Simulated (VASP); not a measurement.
Output of a VASP run:

**OSZICAR**
```
       N       E                     dE             d eps       ncg     rms          rms(c)
DAV:   1     0.127711109100E+04    0.12771E+04   -0.47303E+04   836   0.133E+03
DAV:   2     0.128735278477E+03   -0.11484E+04   -0.11026E+04   934   0.415E+02
DAV:   3    -0.578989175474E+02   -0.18663E+03   -0.18352E+03  1024   0.204E+02
DAV:   4    -0.654632232597E+02   -0.75643E+01   -0.75326E+01  1016   0.495E+01
DAV:   5    -0.657306104123E+02   -0.26739E+00   -0.26717E+00  1085   0.802E+00    0.145E+01
DAV:   6    -0.771086420590E+02   -0.11378E+02   -0.26889E+01  1449   0.947E+01    0.429E+01
DAV:   7    -0.618647127548E+02    0.15244E+02   -0.20861E+02  1357   0.248E+01    0.827E+00
DAV:   8    -0.601664830653E+02    0.16982E+01   -0.43399E+00  1056   0.761E+00    0.681E+00
DAV:   9    -0.555692830198E+02    0.45972E+01   -0.13424E+00  1271   0.173E+01    0.383E+00
DAV:  10    -0.546719797591E+02    0.89730E+00   -0.11366E+00  1013   0.527E+00    0.294E+00
DAV:  11    -0.545947193554E+02    0.77260E-01   -0.11531E-01  1064   0.133E+00    0.274E+00
DAV:  12    -0.546725173886E+02   -0.77798E-01   -0.50648E-02  1181   0.163E+00    0.289E+00
DAV:  13    -0.543479998810E+02    0.32452E+00   -0.13882E-01  1080   0.203E+00    0.287E+00
DAV:  14    -0.548312331038E+02   -0.48323E+00   -0.14151E-01  1376   0.316E+00    0.731E+00
DAV:  15    -0.544637395211E+02    0.36749E+00   -0.12774E-01   938   0.850E-01    0.574E+00
DAV:  16    -0.546762640402E+02   -0.21252E+00   -0.32934E+00  1328   0.282E+00    0.337E+00
DAV:  17    -0.541116201946E+02    0.56464E+00   -0.13845E-01  1138   0.288E+00    0.808E-01
DAV:  18    -0.541091851924E+02    0.24350E-02   -0.19147E-02  1000   0.571E-01    0.372E-01
DAV:  19    -0.541812485644E+02   -0.72063E-01   -0.19201E-02   954   0.796E-01    0.205E+00
DAV:  20    -0.541230672593E+02    0.58181E-01   -0.32421E-03   932   0.381E-01    0.963E-01
DAV:  21    -0.541101316542E+02    0.12936E-01   -0.19623E-03  1120   0.227E-01    0.162E-01
DAV:  22    -0.541134682790E+02   -0.33366E-02   -0.12066E-03  1016   0.181E-01    0.530E-01
DAV:  23    -0.541113060753E+02    0.21622E-02   -0.33286E-04   922   0.111E-01    0.252E-01
DAV:  24    -0.541111877937E+02    0.11828E-03   -0.52330E-04   925   0.963E-02    0.153E-01
DAV:  25    -0.541113598070E+02   -0.17201E-03   -0.13456E-04  1064   0.842E-02    0.161E-01
DAV:  26    -0.541111673713E+02    0.19244E-03   -0.59816E-05   903   0.461E-02    0.118E-02
DAV:  27    -0.541112917948E+02   -0.12442E-03   -0.29573E-05   877   0.187E-02    0.314E-02
DAV:  28    -0.541113360896E+02   -0.44295E-04   -0.28299E-05   989   0.290E-02    0.379E-02
DAV:  29    -0.541113398932E+02   -0.38036E-05   -0.61652E-06   784   0.109E-02    0.279E-02
DAV:  30    -0.541113579261E+02   -0.18033E-04   -0.45313E-06   727   0.137E-02    0.305E-02
DAV:  31    -0.541113581999E+02   -0.27375E-06   -0.20096E-06   565   0.108E-02
   1 F= -.54111358E+02 E0= -.53981747E+02  d E =-.259223E+00
```

**OUTCAR**
```
------------------------ aborting loop because EDIFF is reached ----------------------------------------
  FORCE on cell =-STRESS in cart. coord.  units (eV):
  Direction    XX          YY          ZZ          XY          YZ          ZX
  --------------------------------------------------------------------------------------
  Total      -16.4304446    -16.4304446    -15.7537529      0.0000000      0.0000000      0.0000000
  in kB      -60.5556622    -60.5556622    -58.0616630      0.0000000      0.0000000      0.0000000
  external PRESSURE =     -59.7243291 kB  Pullay stress =       0.0000000 kB
  volume of cell :      434.72
      direct lattice vectors                 reciprocal lattice vectors
     4.225005000  0.000000000  0.000000000     0.236686110  0.236686110  0.000000000
    -4.225005000  4.225005000  0.000000000     0.000000000  0.236686110  0.000000000
     0.000000000  0.000000000 24.352900000     0.000000000  0.000000000  0.041062871
 POSITION                                       TOTAL-FORCE (eV/Angst)
 -----------------------------------------------------------------------------------
      0.00000      2.11250      9.95800         0.000000     -0.000000      0.517979
      2.11250      0.00000      9.95800         0.000000     -0.000000      0.517979
      2.11250      0.00000      7.00000        -0.000000      0.000000      1.520014
      0.00000      2.11250      7.00000        -0.000000     -0.000000      1.520014
      0.00000      2.11250     15.87390         0.000000      0.000000      0.431534
      2.11250      0.00000     15.87390         0.000000      0.000000      0.431534
      2.11250      0.00000     12.91590         0.000000     -0.000000      0.532843
      0.00000      2.11250     12.91590         0.000000     -0.000000      0.532843
      0.00000      0.00000     11.43700         0.000000     -0.000000     -1.094453
     -2.11250      2.11250      8.47900         0.000000     -0.000000     -3.304304
      0.00000      0.00000     17.35290         0.000000     -0.000000     -0.570309
     -2.11250      2.11250     14.39490         0.000000     -0.000000     -1.035672
 -----------------------------------------------------------------------------------
    total drift:                               -0.000000      0.000001      0.009005
  FREE ENERGIE OF THE ION-ELECTRON SYSTEM (eV)
  ---------------------------------------------------
  free  energy   TOTEN  =       -54.1113581999 eV

  energy  without entropy=      -53.8521348124  energy(sigma->0) =      -53.98174651
```
(Selected blocks of OUTCAR.)

### POSCAR
```
PbF2
1
    4.2250050000     0.0000000000     0.0000000000
   -4.2250050000     4.2250050000     0.0000000000
    0.0000000000     0.0000000000    24.3529000000
F Pb
8 4
Direct
  0.5000000000   0.5000000000   0.4089040000
  0.5000000000   0.0000000000   0.4089040000
  0.5000000000   0.0000000000   0.2874400000
  0.5000000000   0.5000000000   0.2874400000
  0.5000000000   0.5000000000   0.6518280000
  0.5000000000   0.0000000000   0.6518280000
  0.5000000000   0.0000000000   0.5303640000
  0.5000000000   0.5000000000   0.5303640000
  0.0000000000   0.0000000000   0.4696360000
  0.0000000000   0.5000000000   0.3481720000
  0.0000000000   0.0000000000   0.7125600000
  0.0000000000   0.5000000000   0.5910960000
```

### Question
Write an INCAR and KPOINTS that could have produced this output.

### Answer
This is not unique; one that fits is the input of the run itself, PBEsol GGA, plane waves, VASP's PBE PAW potentials (set 64).

**KPOINTS**
```
Automatic mesh
0
Gamma
5 5 1
0 0 0
```

INCAR:
```
SYSTEM = PbF2
PREC = Accurate; ENCUT = 400; LREAL = .False.
LASPH = .True.
EDIFF = 1E-6; NELM = 100; ALGO = Normal
LMAXMIX = 4
ISMEAR = -1; SIGMA = 0.1
GGA = PS
ISIF = 2
LWAVE = .False.; LCHARG = .False.
DIPOL = 0.5 0.5 0.49
LDIPOL = .True.; IDIPOL = 3
```

POTCAR, in this order: F Pb_d (PBE.64 set). Program: vasp_std.

At this cut-off the stress carries a Pulay error, which pulls relaxed volumes low. The cell holds a wide vacuum, so values per volume refer to the whole cell.

The cell is a sheet with vacuum, built from a database entry that may be metastable or hypothetical.
